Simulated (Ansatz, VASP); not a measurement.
# BiO6 in VASP and in Ansatz

INCAR

```
PREC = Accurate
ENCUT = 600
EDIFF = 1E-7
ISMEAR = 0
SIGMA = 0.1
LREAL = False
LASPH = True
NELM = 100
ALGO = Fast
ISIF = 3
LWAVE = False
LCHARG = False
GGA = PE
IBRION = 2
NSW = 100
EDIFFG = -0.01
```

File KPOINTS:

```
regular mesh
0
Gamma
  8 8 8
```

File POSCAR:

```
BiO6
1.0
    4.9001402598      0.0000000000      0.0000000000
    0.0000000000      4.9001402598      0.0000000000
    0.0000000000      0.0000000000      4.9001402598
Bi O
1 6
Direct
    0.0000000000      0.0000000000      0.0000000000
    0.1276204740      0.5000000000      0.5000000000
    0.5000000000      0.8723795260      0.5000000000
    0.5000000000      0.1276204740      0.5000000000
    0.8723795260      0.5000000000      0.5000000000
    0.5000000000      0.5000000000      0.1276204740
    0.5000000000      0.5000000000      0.8723795260
```

Input for Ansatz:

```yaml
crystal:
  lattice:
    - [4.9001402598, 0.0, 0.0]
    - [0.0, 4.9001402598, 0.0]
    - [0.0, 0.0, 4.9001402598]
  atoms:
    - { symbol: Bi, position: [0.0, 0.0, 0.0] }
    - { symbol: O, position: [0.127620474, 0.5, 0.5] }
    - { symbol: O, position: [0.5, 0.872379526, 0.5] }
    - { symbol: O, position: [0.5, 0.127620474, 0.5] }
    - { symbol: O, position: [0.872379526, 0.5, 0.5] }
    - { symbol: O, position: [0.5, 0.5, 0.127620474] }
    - { symbol: O, position: [0.5, 0.5, 0.872379526] }
basis:
  ecutwfc: 420
kpoints:
  mp_grid: { grid: [8, 8, 8] }
hamiltonian:
  xc: pbe
scf:
  occupations: { method: gaussian, width: 0.1 }
output:
  forces: true
  stress: true
  eigenvalues: true
relax:
  adjacent_minimum: "off"
  f_tol: 0.01
  max_steps: 80
  cell: { stress_tol: 0.05 }
```

Change from the starting cell: species swapped into the DyB6 type (Pm-3m, No. 221).

Alike in both runs: task relaxation of cell and atoms; functional PBE; k mesh 8 × 8 × 8; occupations gaussian, width 0.1 eV; no spin polarisation.

|  | VASP | Ansatz |
| --- | --- | --- |
| version | VASP 6.6.1 | Ansatz 0.2.0 |
| potentials or method | VASP PAW PBE potentials, release 64 (Bi_d, O) | scalar-relativistic, plane waves, PAW |
| plane-wave cutoff (eV) | 600 | 420 |
| valence electrons in the cell | 51 | 51 |

```csv
,VASP,Ansatz,Ansatz less VASP
"gap on the k mesh at the Fermi level, each at its own relaxed structure (eV)",none,none,-
relaxed volume (Å³/atom),16.55,16.86,+0.313
relaxed cell length with the largest relative difference (Å),4.875,4.905,+0.0306
energy change over the relaxation (meV/atom),-3,0,+3.1
```

A gap of «none» marks a metal or a gap that the smearing closes.

Caveats: the standard files for N, O and F lose accuracy on very short bonds; spin-orbit coupling is left out, which moves the levels of the heavy elements; an odd number of electrons without spin polarisation forces a metal; a magnetic or distorted state may lie lower.
